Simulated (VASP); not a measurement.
These are PBE GGA, VASP's PBE PAW potentials (set 64) (plane waves; VASP) values and carry that method's errors.

VASP input:

KPOINTS:
```
kpoints
0
gamma
5 5 4
```

INCAR:
```
SYSTEM  =  SiRu2
PREC  =  Accurate; ENCUT  =  300; LREAL  =  .False.
LASPH  =  .True.
EDIFF  =  1E-6; NELM  =  100; ALGO  =  Normal
LMAXMIX  =  4
ISMEAR  =  0; SIGMA  =  0.05
GGA  =  PE
ISIF  =  2
LWAVE  =  .False.; LCHARG  =  .False.
```

POSCAR:
```
SiRu2
1
    3.9947260000     0.0000000000     0.0000000000
   -1.9973640000     3.4595340000     0.0000000000
    0.0000000000     0.0000000000     4.8946370000
Si Ru
2 4
Direct
  0.3333330000   0.6666670000   0.2500000000
  0.6666670000   0.3333330000   0.7500000000
  0.0000000000   0.0000000000   0.0000000000
  0.0000000000   0.0000000000   0.5000000000
  0.3333330000   0.6666670000   0.7500000000
  0.6666670000   0.3333330000   0.2500000000
```

POTCAR, in this order: Si Ru_pv (PBE.64 set). Program: vasp_std.

Question: What will the output report for the number of irreducible k-points (NKPTS), largest plane-wave count, number of space-group operations, FFT grid (NGX, NGY, NGZ)?

Answer: 
The number of irreducible k-points (NKPTS) comes out as 15 and the largest plane-wave count is 814. The number of space-group operations is 24. The FFT grid (NGX, NGY, NGZ) is 24 × 24 × 28.

The structure was generated: SiRu2 was put into an ordered model structure, which need not be its known phase. The cell was not relaxed at this level. The k-mesh is coarse (spacing up to 0.36 per Å, 2π included), so the numbers may not be converged in it.
